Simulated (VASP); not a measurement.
**How biaxial strain in the (001) plane changes Al**

How do stress and energy of Al follow biaxial strain in the (001) plane?

Main program and level: VASP 6.6.1; PBEsol; plane waves and PAW (Al), in the first sound run; inputs show where later runs differ.

## 1. Starting point

Symmetry: Fm-3m, No. 225, cubic system. Conventional cell: a = 4.050 Å, b = 4.050 Å, c = 4.050 Å, α = 90.00°, β = 90.00°, γ = 90.00°. Nearest to Al lie 12 Al at 2.86 Å.

Coordinates:

```
Al
1.0
     0.00000    2.02500    2.02500
     2.02500    0.00000    2.02500
     2.02500    2.02500    0.00000
Al
1
Direct
  0.00000 0.00000 0.00000
```

## 2. Relax the crystal, PBEsol

The series starts from the cell that this level prefers, so that zero strain is near zero stress.

This step took 2 runs in a row; the last is shown.

Level: PBEsol; plane waves and PAW (Al).

Contents of INCAR:

```
SYSTEM = Al
PREC = Accurate
ENCUT = 450
EDIFF = 1E-07
NELM = 120
ISMEAR = 1
SIGMA = 0.15
LREAL = .FALSE.
ALGO = Normal
GGA = PS
NBANDS = 7
LASPH = .TRUE.
LORBIT = 11
LWAVE = .FALSE.
LCHARG = .FALSE.
KPAR = 8
IBRION = 2
NSW = 40
ISIF = 3
EDIFFG = -0.005
POTIM = 0.4
```

Contents of POSCAR:

```
Al
1.0
    0.0000000000      2.0077469266      2.0077469266
    2.0077469266      0.0000000000      2.0077469266
    2.0077469266      2.0077469266      0.0000000000
Al
1
Direct
    0.0000000000      0.0000000000      0.0000000000
```

Contents of KPOINTS:

```
Automatic mesh
0
Gamma
25 25 25
0 0 0
```

Potentials, in the order of the species: Al (PBE family, release 64).

Launch:

```sh
mpirun -np 8 vasp_std
```

Log:

```text
[banner, memory and clock lines left out]
running    8 mpi-ranks, on    1 nodes
[...]
|                                                                             |
|           W    W    AA    RRRRR   N    N  II  N    N   GGGG   !!!           |
|           W    W   A  A   R    R  NN   N  II  NN   N  G    G  !!!           |
|           W    W  A    A  R    R  N N  N  II  N N  N  G       !!!           |
|           W WW W  AAAAAA  RRRRR   N  N N  II  N  N N  G  GGG   !            |
|           WW  WW  A    A  R   R   N   NN  II  N   NN  G    G                |
|           W    W  A    A  R    R  N    N  II  N    N   GGGG   !!!           |
|                                                                             |
|     For optimal performance we recommend to set                             |
|       NCORE = 2 up to number-of-cores-per-socket                            |
|     NCORE specifies how many cores store one orbital (NPAR=cpu/NCORE).      |
|     This setting can greatly improve the performance of VASP for DFT.       |
[...]
|     You enforced a specific xc type in the INCAR file but a different       |
|     [... a line on the potential file left out ...]
|     I HOPE YOU KNOW WHAT YOU ARE DOING!                                     |
|                                                                             |

 LDA part: xc-table for (Slater+PW92), standard interpolation
 POSCAR, INCAR and KPOINTS ok, starting setup
[...]
entering main loop
       N       E                     dE             d eps       ncg     rms          rms(c)
DAV:   1    -0.280123152137E+01   -0.28012E+01   -0.78726E+02  6601   0.201E+02
DAV:   2    -0.411372034517E+01   -0.13125E+01   -0.12895E+01  8645   0.202E+01
DAV:   3    -0.412133603733E+01   -0.76157E-02   -0.76084E-02  8785   0.168E+00
DAV:   4    -0.412135099340E+01   -0.14956E-04   -0.14957E-04  9751   0.631E-02
[...]
DAV:   9    -0.409249865607E+01    0.70905E-06   -0.33328E-07  8610   0.292E-03    0.800E-04
DAV:  10    -0.409249842947E+01    0.22660E-06   -0.37079E-09  8799   0.412E-04    0.460E-04
DAV:  11    -0.409249842704E+01    0.24307E-08   -0.83727E-11  4452   0.523E-05
   1 F= -.40924984E+01 E0= -.40925286E+01  d E =-.409250E+01
[...]
reached required accuracy - stopping structural energy minimisation
```

Run time: 6.4 s. Hardware: 8 MPI ranks of Intel Xeon Platinum 8488C (Sapphire Rapids), shared host; peak memory 1.1 GiB.

Lines that name or quote the potential files are left out of all logs, and their timing lines are given in words.

Parts of OUTCAR (step 2):

```text
  Total       -0.0003737     -0.0003737     -0.0003737     -0.0000000      0.0000000      0.0000000
  in kB       -0.0369921     -0.0369921     -0.0369921     -0.0000000      0.0000000      0.0000000
  external PRESSURE =      -0.0369921 kB  Pullay stress =       0.0000000 kB

 POSITION                                       TOTAL-FORCE (eV/Angst)
 -----------------------------------------------------------------------------------
      0.00000      0.00000      0.00000         0.000000     -0.000000      0.000000
 -----------------------------------------------------------------------------------
    total drift:                                0.000000      0.000000     -0.000000

  FREE ENERGIE OF THE ION-ELECTRON SYSTEM (eV)
  ---------------------------------------------------
  free  energy   TOTEN  =        -4.0924984270 eV

  energy  without entropy=       -4.0925889665  energy(sigma->0) =       -4.09252861

 reached required accuracy - stopping structural energy minimisation

[... 3 further parts left out ...]
[key lines of the parts left out:]
E-fermi :   8.1912
```

Numbers from this step:

| Property | Result |
| --- | --- |
| energy(sigma→0) of the program | -4.0925 eV |
| stress, compression positive | xx, yy, zz 0.00, 0.00, 0.00 GPa |
| volume | 16.187 Å³ |
| ionic steps | 1 |

## 3. Strain along the normal, PBEsol

One member in full: the plane is strained by -2 %, and the strain along the normal is moved by secant steps until the normal stress is under 0.012 GPa or five steps are spent; the atoms relax at each step.

This step took 3 runs, each at a new trial strain with the atoms of the one before; the last is shown.

Level: PBEsol; plane waves and PAW (Al).

INCAR: that of step 2 with these lines changed.

```diff
@@ -15,7 +15,7 @@
 LCHARG = .FALSE.
-KPAR = 8
-IBRION = 2
-NSW = 40
-ISIF = 3
-EDIFFG = -0.005
-POTIM = 0.4
+KPAR = 2
+IBRION = 1
+NSW = 25
+ISIF = 2
+EDIFFG = -0.004
+POTIM = 0.3
```

Contents of POSCAR:

```
Al
1.0
    0.0000000000      1.9675919880      2.0477594970
    1.9675919880      0.0000000000      2.0477594970
    1.9675919880      1.9675919880      0.0000000000
Al
1
Direct
    0.0000000000      0.0000000000      0.0000000000
```

KPOINTS is that of step 2.

Launch:

```sh
mpirun -np 2 vasp_std
```

Log:

```text
[banner, memory and clock lines left out]
running    2 mpi-ranks, on    1 nodes
[...]
[... a notice as in an earlier step ...]

 LDA part: xc-table for (Slater+PW92), standard interpolation
 POSCAR, INCAR and KPOINTS ok, starting setup
[...]
entering main loop
       N       E                     dE             d eps       ncg     rms          rms(c)
DAV:   1    -0.269188506842E+01   -0.26919E+01   -0.79016E+02 17017   0.201E+02
DAV:   2    -0.410785753750E+01   -0.14160E+01   -0.13531E+01 22274   0.205E+01
DAV:   3    -0.411633968388E+01   -0.84821E-02   -0.84767E-02 22358   0.177E+00
DAV:   4    -0.411635532171E+01   -0.15638E-04   -0.15637E-04 25193   0.662E-02
[...]
DAV:   9    -0.408721868281E+01    0.68916E-06   -0.31393E-07 22561   0.290E-03    0.752E-04
DAV:  10    -0.408721848347E+01    0.19934E-06   -0.31228E-09 22722   0.383E-04    0.537E-04
DAV:  11    -0.408721847469E+01    0.87859E-08   -0.83462E-11 11767   0.537E-05
   1 F= -.40872185E+01 E0= -.40872480E+01  d E =-.408722E+01
 BRION: g(F)=  0.897E-65 g(S)=  0.000E+00
 reached required accuracy - stopping structural energy minimisation
```

It took 34 s on 2 MPI ranks; peak memory 0.37 GiB.

From OUTCAR (step 3):

```text
  Total        0.2781672      0.2781672     -0.0000293      0.0000000      0.0000000      0.0000000
  in kB       28.1084862     28.1084862     -0.0029625      0.0000000      0.0000000      0.0000000
  external PRESSURE =      18.7380033 kB  Pullay stress =       0.0000000 kB

  FREE ENERGIE OF THE ION-ELECTRON SYSTEM (eV)
  ---------------------------------------------------
  free  energy   TOTEN  =        -4.0872184747 eV

  energy  without entropy=       -4.0873069875  energy(sigma->0) =       -4.08724798

[... 2 parts as in an earlier step ...]

[... 3 further parts left out ...]
[key lines of the parts left out:]
E-fermi :   8.3768
```

Numbers from this step:

```
energy(sigma→0) of the program : -4.0872 eV
stress, compression positive   : xx, yy, zz 2.81, 2.81, 0.00 GPa
ionic steps                    : 1
```

## 4. All members

The other members went through these steps as far as the tables show, with the same cutoff and, step by step, the same mesh; 25 runs are not shown. The session took 0.46 core hours (wall time by ranks) on a shared machine.

| in-plane strain (%) | strain along the normal (%) | in-plane stress, tension positive (GPa) | energy above the unstrained row, extrapolated to no smearing (meV/atom) |
| --- | --- | --- | --- |
| -2.000 | 1.993 | -2.811 | 5.281 |
| -1.500 | 1.541 | -1.985 | 2.876 |
| -1.000 | 1.074 | -1.236 | 1.274 |
| -0.500 | 0.536 | -0.598 | 0.328 |
| 0 | 0.000 | 0.004 | 0.000 |
| 0.500 | -0.555 | ? | ? |
| 1.000 | -1.044 | 1.129 | 1.064 |
| 1.500 | -1.523 | 1.663 | 2.461 |
| 2.000 | -2.119 | 2.005 | 4.429 |

## 5. A fit to the known rows

A least-squares parabola through the 8 rows shown, with e the strain in %: stress = − 0.1054 e² + 1.205 e + 0.04106 (GPa), r.m.s. residual 0.029 GPa.

For the withheld row, e = 0.5, the fit gives 0.617 GPa.

## 6. The withheld row

The calculation gives 0.545 GPa, so the prediction is 0.072 GPa too high, more than twice the residual of the fit.

Slopes at zero strain, from cubics through all rows: strain ratio -1.057, stress over strain 119 GPa.

## 7. Summary of results

```
error of the predicted stress      : 0.072 GPa
ratio of normal to in-plane strain : -1.057
biaxial modulus                    : 119 GPa
```

What this shows: As a check, the curvature of the energy gives 114 GPa for the same modulus (energy per volume = M × strain²), 4 % from the slope of the stress; these energies are extrapolated to no smearing, while the stress belongs to the free energy, so part of the difference may come from that. These are static values: temperature and zero-point motion are left out. In a metal the slopes also depend on mesh and smearing, which were held through the series.

[Lines on the potential files, build, host, timing and source positions are cut from VASP's logs without a mark.]

[Logs are printed without paths, hosts, clocks, repeated set-up lines and the standing remarks that a program may print on its own settings, such as how far it seeks lower states.]

[Hosts, paths, dates, database ids (printed as entryN), source tags and the programs' standing remarks are cut or masked in the printed files.]

[In band tables of VASP the shares of atoms and orbitals are scaled to a sum of 1 inside the atoms' spheres.]
